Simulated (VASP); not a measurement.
These are PBE GGA, VASP's PBE PAW potentials (set 64) (plane waves; VASP) values and carry that method's errors.

The input files of a VASP run:

File POSCAR:
```
RuAl
1
    3.0013501386     0.0000000000     0.0000000000
    0.0000000000     3.0013501386    -0.0000000000
    0.0000000000     0.0000000000     3.0013501386
Al Ru
1 1
Direct
  0.5000000000   0.5000000000   0.5000000000
  0.0000000000   0.0000000000   0.0000000000
```

### INCAR
```
ALGO = Normal
EDIFF = 1E-7
ENCUT = 480
GGA = PE
ISIF = 2
ISMEAR = 1
LASPH = .TRUE.
LCHARG = .FALSE.
LMAXMIX = 4
LREAL = .FALSE.
LWAVE = .FALSE.
NELM = 100
PREC = Accurate
SIGMA = 0.1
SYSTEM = RuAl
```

### KPOINTS
```
Automatic mesh
0
gamma
12 12 12
```

POTCAR, in this order: Al Ru_pv (PBE.64 set). Program: vasp_std.

The run wrote:

### OUTCAR
```
 ion  position               nearest neighbor table
   1  0.500  0.500  0.500-   2 2.60   2 2.60   2 2.60   2 2.60   2 2.60   2 2.60   2 2.60   2 2.60
  LATTYP: Found a simple cubic cell.
 ALAT       =     3.0013501386
 Subroutine PRICEL returns:
 Original cell was already a primitive cell.
 Subroutine GETGRP returns: Found 48 space group operations
The static configuration has the point symmetry O_h .
The dynamic configuration has the point symmetry O_h .
 Subroutine INISYM returns: Found 48 space group operations
 Subroutine IBZKPT returns following result:
 Found     84 irreducible k-points:

 Following reciprocal coordinates:
            Coordinates               Weight
  0.000000  0.000000  0.000000      1.000000
  0.083333  0.000000  0.000000      6.000000
  0.166667  0.000000  0.000000      6.000000
  0.250000  0.000000  0.000000      6.000000
  0.333333  0.000000  0.000000      6.000000
  0.416667  0.000000  0.000000      6.000000
  0.500000  0.000000  0.000000      3.000000
  0.083333  0.083333  0.000000     12.000000
  0.166667  0.083333  0.000000     24.000000
  0.250000  0.083333  0.000000     24.000000
  0.333333  0.083333  0.000000     24.000000
  0.416667  0.083333  0.000000     24.000000
  0.500000  0.083333  0.000000     12.000000
  0.166667  0.166667  0.000000     12.000000
  0.250000  0.166667  0.000000     24.000000
  0.333333  0.166667  0.000000     24.000000
  0.416667  0.166667  0.000000     24.000000
  0.500000  0.166667  0.000000     12.000000
  0.250000  0.250000  0.000000     12.000000
  0.333333  0.250000  0.000000     24.000000
  0.416667  0.250000  0.000000     24.000000
  0.500000  0.250000  0.000000     12.000000
  0.333333  0.333333  0.000000     12.000000
  0.416667  0.333333  0.000000     24.000000
  0.500000  0.333333  0.000000     12.000000
...
```

File OSZICAR:
```
       N       E                     dE             d eps       ncg     rms          rms(c)
DAV:   1     0.107461169507E+03    0.10746E+03   -0.89422E+03  2040   0.124E+03
DAV:   2    -0.126007072094E+02   -0.12006E+03   -0.11532E+03  2196   0.337E+02
DAV:   3    -0.149126710256E+02   -0.23120E+01   -0.22485E+01  2396   0.474E+01
DAV:   4    -0.149364861864E+02   -0.23815E-01   -0.23807E-01  2288   0.484E+00
DAV:   5    -0.149371081038E+02   -0.62192E-03   -0.62190E-03  2492   0.696E-01    0.120E+01
DAV:   6    -0.143571802403E+02    0.57993E+00   -0.36811E+00  2148   0.219E+01    0.238E+00
DAV:   7    -0.142811729204E+02    0.76007E-01   -0.29521E-01  2140   0.645E+00    0.202E+00
DAV:   8    -0.142650988875E+02    0.16074E-01   -0.18602E-02  2160   0.135E+00    0.202E-01
DAV:   9    -0.142649752997E+02    0.12359E-03   -0.25639E-04  2436   0.149E-01    0.130E-01
DAV:  10    -0.142649722066E+02    0.30931E-05   -0.32721E-05  2440   0.770E-02    0.857E-03
DAV:  11    -0.142649707814E+02    0.14252E-05   -0.20078E-06  2396   0.186E-02    0.535E-03
DAV:  12    -0.142649701964E+02    0.58493E-06   -0.72283E-08  1280   0.265E-03    0.200E-04
DAV:  13    -0.142649702096E+02   -0.13220E-07   -0.89074E-09  1060   0.888E-04
   1 F= -.14264970E+02 E0= -.14264854E+02  d E =-.347911E-03
```

File OUTCAR:
```
------------------------ aborting loop because EDIFF is reached ----------------------------------------
  FORCE on cell =-STRESS in cart. coord.  units (eV):
  Direction    XX          YY          ZZ          XY          YZ          ZX
  --------------------------------------------------------------------------------------
  Total        0.0590579      0.0590579      0.0590579     -0.0000000      0.0000000     -0.0000000
  in kB        3.4997600      3.4997600      3.4997600     -0.0000000      0.0000000     -0.0000000
  external PRESSURE =       3.4997600 kB  Pullay stress =       0.0000000 kB
  volume of cell :       27.04
      direct lattice vectors                 reciprocal lattice vectors
     3.001350139  0.000000000  0.000000000     0.333183385  0.000000000  0.000000000
     0.000000000  3.001350139  0.000000000     0.000000000  0.333183385  0.000000000
     0.000000000  0.000000000  3.001350139     0.000000000  0.000000000  0.333183385
 POSITION                                       TOTAL-FORCE (eV/Angst)
 -----------------------------------------------------------------------------------
      1.50068      1.50068      1.50068         0.000000      0.000000      0.000000
      0.00000      0.00000      0.00000         0.000000      0.000000      0.000000
 -----------------------------------------------------------------------------------
    total drift:                                0.000000      0.000000      0.000000
  FREE ENERGIE OF THE ION-ELECTRON SYSTEM (eV)
  ---------------------------------------------------
  free  energy   TOTEN  =       -14.2649702096 eV

  energy  without entropy=      -14.2646222988  energy(sigma->0) =      -14.26485424
```
(Selected blocks of OUTCAR.)

The compound is RuAl in the CsCl type structure. It was relaxed first. The electron count is odd and the run is not spin-polarised, which forces a metal.
